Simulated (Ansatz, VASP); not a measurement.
## KLaYNbO6: VASP beside Ansatz

The input INCAR:

```
PREC     = Accurate       # precision mode
ENCUT    = 520            # plane-wave cutoff, eV
EDIFF    = 1E-6           # SCF threshold, eV
ISMEAR   = 0              # smearing method
SIGMA    = 0.01           # smearing width, eV
LREAL    = F              # projectors in reciprocal space
LASPH    = T              # aspherical terms in the spheres
NELM     = 80             # most SCF steps
ALGO     = Normal         # electronic algorithm
ISIF     = 2              # what is computed and relaxed
LWAVE    = F              # write WAVECAR
LCHARG   = F              # write CHGCAR
GGA      = PE             # functional
NBANDS   = 51             # bands
```

Contents of KPOINTS:

```
Automatic mesh
0
Gamma
  4 4 4
```

POSCAR

```
KLaYNbO6
1.0
    0.0000000000      4.2101300000      4.2101300000
    4.2101300000      0.0000000000      4.2101300000
    4.2101300000      4.2101300000      0.0000000000
K La Y Nb O
1 1 1 1 6
Direct
    0.7500000000      0.7500000000      0.7500000000
    0.2500000000      0.2500000000      0.2500000000
    0.5000000000      0.5000000000      0.5000000000
    0.0000000000      0.0000000000      0.0000000000
    0.7623010000      0.2376990000      0.2376990000
    0.2376990000      0.7623010000      0.7623010000
    0.7623010000      0.7623010000      0.2376990000
    0.2376990000      0.2376990000      0.7623010000
    0.2376990000      0.7623010000      0.2376990000
    0.7623010000      0.2376990000      0.7623010000
```

Input for Ansatz:

```yaml
crystal:
  lattice:
    - [0.0, 4.21013, 4.21013]
    - [4.21013, 0.0, 4.21013]
    - [4.21013, 4.21013, 0.0]
  atoms:
    - { symbol: K, position: [0.75, 0.75, 0.75] }
    - { symbol: La, position: [0.25, 0.25, 0.25] }
    - { symbol: "Y", position: [0.5, 0.5, 0.5] }
    - { symbol: Nb, position: [0.0, 0.0, 0.0] }
    - { symbol: O, position: [0.762301, 0.237699, 0.237699] }
    - { symbol: O, position: [0.237699, 0.762301, 0.762301] }
    - { symbol: O, position: [0.762301, 0.762301, 0.237699] }
    - { symbol: O, position: [0.237699, 0.237699, 0.762301] }
    - { symbol: O, position: [0.237699, 0.762301, 0.237699] }
    - { symbol: O, position: [0.762301, 0.237699, 0.762301] }
kpoints:
  mp_grid:
    grid: [4, 4, 4]
  band_path:
    path:
      - [-0.375, 0.0, 0.375]
      - [0.0, 0.0, 0.0]
      - [0.0, 0.0, 0.5]
      - [-0.5, -0.25, 0.25]
      - [-0.5, -0.5, 0.0]
    npoints: 10
hamiltonian:
  xc: pbe
scf:
  n_extra_bands: 8
  occupations:
    method: fixed
output:
  write_density: true
  write_potential: true
  volumetric_format: npy
  elf: true
```

The cell comes from a database or a generator and needn't be the stable form of this composition.

Alike in both runs: task single point; functional PBE; k mesh 4 × 4 × 4; no spin polarisation.

|  | VASP | Ansatz |
| --- | --- | --- |
| version | VASP 6.6.1 | Ansatz 0.2.0 |
| potentials or method | VASP PAW PBE potentials, release 64 (K_sv, La, Y_sv, Nb_sv, O) | plane waves, PAW |
| plane-wave cutoff (eV) | 520 | 420 |
| occupations | gaussian, width 0.01 eV | fixed |
| valence electrons in the cell | 80 | 80 |

```csv
,VASP,Ansatz,Ansatz less VASP
gap on the k mesh at the Fermi level (eV),2.22,2.19,-0.034
```

Caveats: spin-orbit coupling is left out, which moves the levels of the heavy elements. A k mesh can miss the band edges.
